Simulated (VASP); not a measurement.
# Mg2CdO3 (Cmc2_1) in VASP: single point with r2SCAN

Aim: the single point of Mg2CdO3 with r2SCAN.

All numbers are computed with VASP 6.6.1; they aren't measurements. Logs are shortened: lines on timing, memory, paths and dates and some standing lists are left out, and cuts for length are marked.

## (1) Starting point

Symmetry: Cmc2_1, No. 36, orthorhombic system. The conventional cell has a = 10.281 Å, b = 5.914 Å, c = 5.351 Å, α = 90.00°, β = 90.00°, γ = 90.00°. Around Mg (site symmetry 1) lie 4 O at 1.99 to 2.00 Å. Around Cd (site symmetry m) lie 4 O at 2.23 to 2.28 Å. O (site symmetry 1) has 3 Mg at 1.99 to 2.00 Å and 1 Cd at 2.23 Å as nearest neighbours. O (site symmetry m) has 2 Mg at 1.99 Å and 2 Cd at 2.24 to 2.28 Å as nearest neighbours.

The cell was built by a generator and needn't be a form met in nature.

## (2) Single point, r2SCAN

INCAR reads:

```
SYSTEM = Mg2CdO3
  PREC = Accurate
  ENCUT = 520
  EDIFF = 1E-6
  ISMEAR = 0
  SIGMA = 0.03
  LREAL = .FALSE.
  LASPH = .TRUE.
  NELM = 150
  ALGO = Normal
  ISIF = 2
  LWAVE = .FALSE.
  LCHARG = .FALSE.
  METAGGA = R2SCAN
  LMIXTAU = .TRUE.
  KPAR = 4
```

KPOINTS reads:

```
Automatic mesh
0
G
  6 6 6
  0 0 0
```

POSCAR reads:

```
Mg2CdO3
1.0
    5.1406100000     -2.9572300000      0.0000000000
    5.1406100000      2.9572300000      0.0000000000
    0.0000000000      0.0000000000      5.3512300000
Mg Cd O
4 2 6
Direct
    0.8345410000      0.5066930000      0.0023540000
    0.1654590000      0.4933070000      0.5023540000
    0.5066930000      0.8345410000      0.5023540000
    0.4933070000      0.1654590000      0.0023540000
    0.1758390000      0.8241610000      0.9911660000
    0.8241610000      0.1758390000      0.4911660000
    0.5321230000      0.8334830000      0.8742560000
    0.1665170000      0.4678770000      0.8742560000
    0.1968350000      0.8031650000      0.4174100000
    0.8334830000      0.5321230000      0.3742560000
    0.4678770000      0.1665170000      0.3742560000
    0.8031650000      0.1968350000      0.9174100000
```

Potentials or basis: VASP PAW PBE potentials, release 64 (Mg, Cd, O).

Run with:

```bash
$ cat potpaw_PBE.64/Mg/POTCAR potpaw_PBE.64/Cd/POTCAR potpaw_PBE.64/O/POTCAR > POTCAR
$ mpirun -np 4 vasp_std > vasp.out
```

OUTCAR:

```text
SYSTEM = Mg2CdO3
   PREC = Accurate
   ENCUT = 520
   EDIFF = 1E-6
   ISMEAR = 0
   LREAL = .FALSE.
   LASPH = .TRUE.
   NELM = 150
   ISIF = 2
   METAGGA = R2SCAN

 ion  position               nearest neighbor table
   1  0.835  0.507  0.002-   8 1.99   7 1.99  12 1.99  10 2.00   6 3.29   2 3.30   2 3.30   3 3.30
                             3 3.30   4 3.38   4 3.38   5 3.38   6 3.38   5 3.39   5 3.50   4 3.51
   2  0.165  0.493  0.502-  10 1.99  11 1.99   9 1.99   8 2.00   5 3.29   1 3.30   1 3.30   4 3.30
                             4 3.30   3 3.38   3 3.38   6 3.38   5 3.38   6 3.39   6 3.50   3 3.51
   3  0.507  0.835  0.502-  11 1.99  10 1.99   9 1.99   7 2.00   5 3.29   4 3.30   4 3.30   1 3.30
                             1 3.30   2 3.38   2 3.38   6 3.38   5 3.38   6 3.39   6 3.50   2 3.51
   4  0.493  0.165  0.002-   7 1.99   8 1.99  12 1.99  11 2.00   6 3.29   3 3.30   3 3.30   2 3.30
                             2 3.30   1 3.38   1 3.38   5 3.38   6 3.38   5 3.39   5 3.50   1 3.51
   5  0.176  0.824  0.991-   7 2.23   8 2.23  12 2.24   9 2.28   2 3.29   3 3.29   1 3.38   4 3.38
                             3 3.38   2 3.38   4 3.39   1 3.39   6 3.39   6 3.39   1 3.50   4 3.50
   6  0.824  0.176  0.491-  10 2.23  11 2.23   9 2.24  12 2.28   1 3.29   4 3.29   3 3.38   2 3.38
                             4 3.38   1 3.38   2 3.39   3 3.39   5 3.39   5 3.39   2 3.50   3 3.50
   7  0.532  0.833  0.874-   4 1.99   1 1.99   3 2.00   5 2.23
   8  0.167  0.468  0.874-   1 1.99   4 1.99   2 2.00   5 2.23
   9  0.197  0.803  0.417-   2 1.99   3 1.99   6 2.24   5 2.28
  10  0.833  0.532  0.374-   2 1.99   3 1.99   1 2.00   6 2.23
  11  0.468  0.167  0.374-   3 1.99   2 1.99   4 2.00   6 2.23
  12  0.803  0.197  0.917-   1 1.99   4 1.99   5 2.24   6 2.28

  LATTYP: Found a base centered orthorhombic cell.
 ALAT       =     5.9144600000
 B/A-ratio  =     1.7383193056
 C/A-ratio  =     0.9047706807

  Lattice vectors:

 A1 = (  -5.1406100000,  -2.9572300000,   0.0000000000)
 A2 = (   5.1406100000,  -2.9572300000,   0.0000000000)
 A3 = (   0.0000000000,   0.0000000000,   5.3512300000)

Analysis of symmetry for initial positions (statically):
=====================================================================
 Subroutine PRICEL returns:
 Original cell was already a primitive cell.

 Routine SETGRP: Setting up the symmetry group for a
 base centered orthorhombic supercell.

 Subroutine GETGRP returns: Found  4 space group operations
 (whereof  2 operations were pure point group operations)
 out of a pool of  8 trial point group operations.

The static configuration has the point symmetry C_1h.
 The point group associated with its full space group is C_2v.

Analysis of symmetry for dynamics (positions and initial velocities):
=====================================================================
 Subroutine PRICEL returns:
 Original cell was already a primitive cell.

 Routine SETGRP: Setting up the symmetry group for a
 base centered orthorhombic supercell.

 Subroutine GETGRP returns: Found  4 space group operations
 (whereof  2 operations were pure point group operations)
 out of a pool of  8 trial point group operations.

The dynamic configuration has the point symmetry C_1h.
 The point group associated with its full space group is C_2v.

 Subroutine INISYM returns: Found  4 space group operations
 (whereof  2 operations are pure point group operations),
 and found     1 'primitive' translations

----------------------------------------------------------------------------------------

                                     Primitive cell

  volume of cell :     162.6984

  direct lattice vectors                    reciprocal lattice vectors
     5.140610000 -2.957230000  0.000000000     0.097264722 -0.169077143  0.000000000
     5.140610000  2.957230000  0.000000000     0.097264722  0.169077143  0.000000000
     0.000000000  0.000000000  5.351230000     0.000000000  0.000000000  0.186872925

  length of vectors
     5.930521094  5.930521094  5.351230000     0.195057700  0.195057700  0.186872925

  position of ions in fractional coordinates (direct lattice)
     0.834541000  0.506693000  0.002354000
     0.165459000  0.493307000  0.502354000
     0.506693000  0.834541000  0.502354000
     0.493307000  0.165459000  0.002354000
     0.175839000  0.824161000  0.991166000
     0.824161000  0.175839000  0.491166000
     0.532123000  0.833483000  0.874256000
     0.166517000  0.467877000  0.874256000
     0.196835000  0.803165000  0.417410000
[... 30 lines left out ...]
     0.016210787 -0.028179524  0.000000000     0.166666667  0.000000000  0.000000000
     0.016210787  0.028179524  0.000000000     0.000000000  0.166666667  0.000000000
     0.000000000  0.000000000  0.031145487     0.000000000  0.000000000  0.166666667

  Length of vectors
     0.032509617  0.032509617  0.031145487

  Shift w.r.t. Gamma in fractional coordinates (k-lattice)
     0.000000000  0.000000000  0.000000000

 Subroutine IBZKPT returns following result:
 ===========================================

 Found     52 irreducible k-points:

 Following reciprocal coordinates:
            Coordinates               Weight
  0.000000  0.000000  0.000000      1.000000
  0.166667  0.000000  0.000000      4.000000
  0.333333  0.000000  0.000000      4.000000
  0.500000 -0.000000  0.000000      2.000000
  0.166667  0.166667  0.000000      2.000000
  0.333333  0.166667  0.000000      4.000000
[... 16 lines left out ...]
  0.333333  0.333333  0.166667      4.000000
  0.500000  0.333333  0.166667      8.000000
 [... further k-points ...]
   k-points           NKPTS =     52   k-points in BZ     NKDIM =     52   number of bands    NBANDS=     41
   number of dos      NEDOS =    301   number of ions     NIONS =     12
   total plane-waves  NPLWV =  92160
   dimension x,y,z NGX =    48 NGY =   48 NGZ =   40
   dimension x,y,z NGXF=    96 NGYF=   96 NGZF=   80
   ions per type =               4   2   6
   NGX,Y,Z   is equivalent  to a cutoff of  13.46, 13.46, 12.43 a.u.
   NGXF,Y,Z  is equivalent  to a cutoff of  26.91, 26.91, 24.85 a.u.
 SYSTEM =  Mg2CdO3
   PREC   = accura    normal or accurate (medium, high low for compatibility)
   ISTART =      0    job   : 0-new  1-cont  2-samecut
   ICHARG =      2    charge: 1-file 2-atom 10-const
   ISPIN  =      1    spin polarized calculation?
   LNONCOLLINEAR =      F non collinear calculations
   LSORBIT =      F    spin-orbit coupling
   LASPH  =      T    aspherical Exc in radial PAW
   ENCUT  =  520.0 eV  38.22 Ry    6.18 a.u.  11.03 11.03  9.95*2*pi/ulx,y,z
   NELM   =    150;   NELMIN=  2; NELMDL= -5     # of ELM steps
   EDIFF  = 0.1E-05   stopping-criterion for ELM
   LREAL  =      F    real-space projection
   EDIFFG = 0.1E-04   stopping-criterion for IOM
   NSW    =      0    number of steps for IOM
   IBRION =     -1    ionic relax: 0-MD 1-quasi-New 2-CG
   NFREE  =      0    steps in history (QN), initial steepest desc. (CG)
   ISIF   =      2    stress and relaxation
   ISYM   =      2    0-nonsym 1-usesym 2-fastsym
   POTIM  = 0.5000    time-step for ionic-motion
   TEBEG  =    0.0;   TEEND  =   0.0 temperature during run
   PSTRESS=    0.0 pullay stress
   NELECT =      68.0000    total number of electrons
   NUPDOWN=      -1.0000    fix difference up-down
   EMIN   =  10.00;   EMAX   =-10.00  energy-range for DOS
   EFERMI =   0.00;   METHOD = LEGACY
   ISMEAR =     0;   SIGMA  =   0.03  broadening in eV -4-tet -1-fermi 0-gaus
   EFERMI_NEDOS =   21; number of points for ismear=-14 and -15
   IALGO  =     38    algorithm
   IMIX   =      4    mixing-type and parameters
     AMIX     =   0.40;   BMIX     =  1.00
     AMIX_MAG =   1.60;   BMIX_MAG =  1.00
  volume/ion in A,a.u.               =      13.56        91.50
  Fermi-wavevector in a.u.,A,eV,Ry     =   1.224005  2.313035 20.384103  1.498189
  Thomas-Fermi vector in A             =   2.359096
   LORBIT       =      0    0 simple, 1 ext, 2 COOP (PROOUT), +10 PAW based schemes
   METAGGA = R2SCAN    functional components
   LHFCALC =     F    Hartree Fock is set to
   AEXX    =    0.0000 exact exchange contribution
   IVDW    =     0    specifies the selected vdW correction
   LEPSILON=     F    determine dielectric tensor
   LRPA    =     F    only Hartree local field effects (RPA)
 non-spin polarized calculation
 Gauss-broadening in eV      SIGMA  =   0.03
  energy-cutoff  :      520.00
  volume of cell :      162.70
 maximum number of plane-waves:      4409
 NGX is ok and might be reduce to    48
   NGX = 23   NGY = 23   NGZ = 19

 number of electron      67.9999998 magnetization

 Free energy of the ion-electron system (eV)
  ---------------------------------------------------
  ext. energy  EPLUGINS =         0.00000000
  ---------------------------------------------------
  free energy    TOTEN  =      -120.55277157 eV

  energy without entropy =     -120.55277157  energy(sigma->0) =     -120.55277157

 E-fermi :   0.2500     XC(G=0): -10.3561

 val. band max:        0.1155536939   @ k =   0.0000   0.0000   0.5000
 cond. band min:       2.4453186439   @ k =   0.0000   0.0000   0.0000
 fundamental gap:      2.3297649500
 Fermi energy:         0.2499505253

 k-point     1 :       0.0000    0.0000    0.0000
  band No.  band energies     occupation
      1     -16.9711      2.00000
      2     -16.4925      2.00000
      3     -16.3996      2.00000
      4     -16.3672      2.00000
      5     -16.3591      2.00000
      6     -16.3572      2.00000
[... 1045 lines left out ...]
     40       8.7269      0.00000
     41       9.1466      0.00000

 [... further k-points ...]
[... 5 lines left out ...]
  --------------------------------------------------------------------------------------
  -------------------------------------------------------------------------------------
  Total       -3.8504758     -3.8269139     -3.9267186      0.0000000      0.0000000      0.0000000
  in kB      -37.9176670    -37.6856404    -38.6684696      0.0000000      0.0000000      0.0000000
  external PRESSURE =     -38.0905923 kB  Pullay stress =       0.0000000 kB

 VOLUME and BASIS-vectors are now :
 -----------------------------------------------------------------------------
  energy-cutoff  :      520.00
  volume of cell :      162.70
      direct lattice vectors                 reciprocal lattice vectors
     5.140610000 -2.957230000  0.000000000     0.097264722 -0.169077143  0.000000000
     5.140610000  2.957230000  0.000000000     0.097264722  0.169077143  0.000000000
     0.000000000  0.000000000  5.351230000     0.000000000  0.000000000  0.186872925

 POSITION                                       TOTAL-FORCE (eV/Angst)
 -----------------------------------------------------------------------------------
      6.89476     -0.96952      0.01260         0.011604      0.002603      0.004192
      3.38646      0.96952      2.68821        -0.011604     -0.002603      0.004192
      6.89476      0.96952      2.68821         0.011604     -0.002603      0.004192
      3.38646     -0.96952      0.01260        -0.011604      0.002603      0.004192
      5.14061      1.91724      5.30396         0.000000      0.001362      0.001668
      5.14061     -1.91724      2.62834         0.000000     -0.001362      0.001668
      7.02005      0.89119      4.67834        -0.022142      0.007286     -0.005521
      3.26117      0.89119      4.67834         0.022142      0.007286     -0.005521
      5.14061      1.79306      2.23366         0.000000      0.006301      0.000991
      7.02005     -0.89119      2.00273        -0.022142     -0.007286     -0.005521
      3.26117     -0.89119      2.00273         0.022142     -0.007286     -0.005521
      5.14061     -1.79306      4.90927         0.000000     -0.006301      0.000991
 -----------------------------------------------------------------------------------
    total drift:                               -0.000000     -0.000000     -0.023047

  FREE ENERGIE OF THE ION-ELECTRON SYSTEM (eV)
  ---------------------------------------------------
  free  energy   TOTEN  =      -120.5527715743 eV

  energy  without entropy=     -120.5527715743  energy(sigma->0) =     -120.55277157
```

It took 7.1 min on 4 MPI ranks of AMD EPYC 9R45 (Zen 5), shared host; peak memory 0.51 GiB.

What came out:

| Item | Value |
| --- | --- |
| Free energy | -120.5528 eV |
| Pressure | -3.8 GPa |
| Largest force | 0.024 eV/Å |
| Band gap on the k mesh | 2.33 eV, indirect (least direct gap 2.42 eV) |

Forces in eV/Å, atoms in the order of the input:
```
Mg   0.012  0.003  0.004
Mg  -0.012 -0.003  0.004
Mg   0.012 -0.003  0.004
Mg  -0.012  0.003  0.004
Cd   0.000  0.001  0.002
Cd   0.000 -0.001  0.002
O   -0.022  0.007 -0.006
O    0.022  0.007 -0.006
O    0.000  0.006  0.001
O   -0.022 -0.007 -0.006
O    0.022 -0.007 -0.006
O    0.000 -0.006  0.001
```

Caveat: the PAW data sets were made with another functional, which shifts forces and pressure a little. r2SCAN opens gaps a little over a GGA but as a rule still falls short of measured ones.
